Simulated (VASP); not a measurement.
Consider the following.

```cif
data_Li8S4
_chemical_formula_sum 'Li8 S4'
_space_group_name_H-M_alt 'Fm-3m'
_space_group_IT_number 225
_space_group_name_Hall '-F 4 2 3'
_cell_length_a 5.70967
_cell_length_b 5.70967
_cell_length_c 5.70967
_cell_angle_alpha 90.000
_cell_angle_beta 90.000
_cell_angle_gamma 90.000
loop_
_atom_site_label
_atom_site_type_symbol
_atom_site_symmetry_multiplicity
_atom_site_Wyckoff_symbol
_atom_site_fract_x
_atom_site_fract_y
_atom_site_fract_z
_atom_site_occupancy
Li1 Li 8 c 0.25000 0.25000 0.25000 1
S1 S 4 a 0.00000 0.00000 0.00000 1
```
(The calculation used a cell of 3 atoms; values per cell refer to that cell.)

Level of theory: PBE GGA, VASP's PBE PAW potentials (set 64) (plane waves; VASP). Run with 600 eV cut-off, 6×6×6 Γ-centred mesh, Gaussian smearing of 0.050 eV, potentials Li_sv S.

Each relaxation starts from this cell; other phases were not tried.

### Question
The cell is relaxed at 1 GPa. What happens?

### Answer
The volume per atom goes from 15.51 to 15.07 Å³ (-2.8 %), and the cell becomes a = 5.6552 Å, b = 5.6552 Å, c = 5.6552 Å, α = 90.00°, β = 90.00°, γ = 90.00°, space group Fm-3m. The gap on the mesh goes from 3.39 to 3.37 eV.

### Question
The cell is relaxed at 10 GPa. What happens?

### Answer
The volume per atom goes from 15.51 to 12.97 Å³ (-16.4 %), and the cell becomes a = 5.3792 Å, b = 5.3792 Å, c = 5.3792 Å, α = 90.00°, β = 90.00°, γ = 90.00°, space group Fm-3m. The gap on the mesh goes from 3.39 to 3.22 eV.

Failed runs are left out, and for metals the shear rows, which the mesh's noise covers.

The compound is Li2S in the antifluorite structure.
